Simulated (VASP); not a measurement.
Runs of VASP 6.6.1 on Ca. Symmetry: Fd-3m, No. 227, cubic system. Conventional cell: a = 7.896 Å, b = 7.896 Å, c = 7.896 Å, α = 90.00°, β = 90.00°, γ = 90.00°. Ca (site symmetry -43m) has 4 Ca at 3.42 Å as nearest neighbours. This isn't the form of Ca at room conditions, which is fcc.

| cell | k mesh | further INCAR settings | gap on the mesh (eV) | pressure (GPa) |
| --- | --- | --- | --- | --- |
| Fd-3m, 61.54 Å³/atom | 8 × 8 × 8 | ALGO = Fast; EDIFF = 1e-07; NBANDS = 17 | none | (a) |
| Fd-3m, 69.93 Å³/atom | 11 × 11 × 11 | ALGO = Fast; EDIFF = 1e-07; NBANDS = 17 | none | 0.0 |
| Fd-3m, 64.34 Å³/atom | 8 × 8 × 8 | ALGO = Fast; EDIFF = 1e-06; NBANDS = 17 | none | 0.4 |
| Fd-3m, 75.53 Å³/atom | 8 × 8 × 8 | ALGO = Fast; EDIFF = 1e-06; NBANDS = 17 | none | -0.3 |

Alike in all rows: task single point; level LDA; potentials or basis VASP PAW LDA potentials, release 64 (Ca_sv); no spin polarisation; cutoff (eV) 520; smearing fermi-dirac 0.1 eV.

Fill in the values left out.

(a) 0.6.

A gap of «none» marks a metal or a gap under the smearing width.
